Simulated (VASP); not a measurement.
These are PBEsol GGA, VASP's PBE PAW potentials (set 64) (plane waves; VASP 6.6.1) values and carry that method's errors.

VASP input:

File KPOINTS:
```
Regular mesh
0
Gamma
  10 10 1
```

POSCAR:
```
Fe(100) slab
51.4013840
  0.0541918427   0.0000000000   0.0000000000
  0.0000000000   0.0541918427   0.0000000000
  0.0000000000   0.0000000000   0.4999999984
Fe
8
Cartesian
  0.0270959214   0.0000000000   0.1552597727
  0.0000000000   0.0270959214   0.1819968986
  0.0270959214   0.0000000000   0.2094227614
  0.0000000000   0.0270959214   0.2366381138
  0.0270959214   0.0000000000   0.2633618846
  0.0000000000   0.0270959214   0.2905772370
  0.0270959214   0.0000000000   0.3180030998
  0.0000000000   0.0270959214   0.3447402258
```

INCAR:
```
# general
SYSTEM =Fe(100) slab
PREC   =Normal
ENCUT  =400
LREAL  =.FALSE.   # projection in real space or not
LASPH  =.TRUE.   # aspherical one-centre terms

# electronic loop
EDIFF  =1E-6   # SCF stop (eV)
NELM   =100   # most electronic steps
NELMIN =4
ALGO   =Normal   # blocked Davidson
LMAXMIX=4

# smearing
ISMEAR =1   # Methfessel-Paxton
SIGMA  =0.1

# functional
GGA    =PS

# spin
ISPIN  =2
MAGMOM =8*2.5

# output
LWAVE  =.FALSE.
LCHARG =.FALSE.
LORBIT =11   # lm-projected
LVHAR  =.TRUE.

# other
LDIPOL =.TRUE.
IDIPOL =3
DIPOL  =0.5 0.5 0.5
```

POTCAR, in this order: Fe (PBE.64 set). Program: vasp_std. Read from the step before: WAVECAR.

**Question.** Estimate the energy per atom (σ→0), cell moment, band gap (on the k-mesh).

**Answer.** 
```yaml
energy per atom (σ→0): -824.8 kJ/mol of atoms
cell_moment: 18.83 μB
band gap (on the k-mesh): none (metal, semimetal or under 0.01 eV)
```

**OSZICAR**
```
...
DAV:  16    -0.683932384931E+02   -0.31303E-05   -0.35137E-06  3888   0.201E-02    0.452E-02
DAV:  17    -0.683932638453E+02   -0.25352E-04   -0.14522E-06  3280   0.110E-02    0.417E-02
DAV:  18    -0.683933244715E+02   -0.60626E-04   -0.86810E-06  4600   0.411E-02    0.193E-02
DAV:  19    -0.683933793326E+02   -0.54861E-04   -0.10170E-05  4248   0.197E-02    0.655E-03
DAV:  20    -0.683933529339E+02    0.26399E-04   -0.15392E-06  2976   0.833E-03    0.605E-03
DAV:  21    -0.683933236504E+02    0.29284E-04   -0.52406E-07  2856   0.710E-03    0.285E-03
DAV:  22    -0.683933231624E+02    0.48798E-06   -0.29205E-07  2552   0.399E-03
   1 F= -.68393323E+02 E0= -.68391718E+02  d E =-.481509E-02  mag=    18.8314
```

The cell is a thin slab with vacuum, built from Fe (bcc): (100) face.
